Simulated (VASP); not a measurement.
**BiS: single point with PBE**

The system is BiS.

```xyz
2
Lattice="4.0029 0.0000 0.0000 0.0000 4.0029 0.0000 0.0000 0.0000 4.0029" Properties=species:S:1:pos:R:3 pbc="T T T"
Bi    2.0015    2.0015    2.0015
S     0.0000    0.0000    0.0000
```

The cell was built by a generator and needn't be a form met in nature.

```
Program                : VASP 6.6.1
Task                   : single point
Functional             : PBE
Potentials or basis    : VASP PAW PBE potentials, release 64 (Bi_d, S)
Cutoff                 : 520 eV
k mesh                 : 7 × 7 × 7
Occupations            : fermi-dirac, width 0.05 eV
Spin                   : no spin polarisation
Further INCAR settings : ALGO = Normal; EDIFF = 1e-07; NBANDS = 18
```

The pressure is -11.0 GPa and the band gap on the k mesh is none (metal or under the smearing width).

Levels at points of the mesh, in eV from the Fermi level:
```tsv
k point	band 6	band 7	band 8	band 9	band 10	band 11	band 12	band 13	band 14	band 15
(0.00, 0.00, 0.00)	-13.07	-10.03	-2.18	-2.18	-2.18	2.51	2.51	2.51	4.51	4.51
```

Wall time 22 s on 1 thread of Intel(R) Xeon(R) Platinum 8259CL CPU @ 2.50GHz (Skylake/Cascade Lake), with other jobs on the host, peak memory 0.17 GiB.

Caveat: spin-orbit coupling is left out, which moves the levels of the heavy elements.
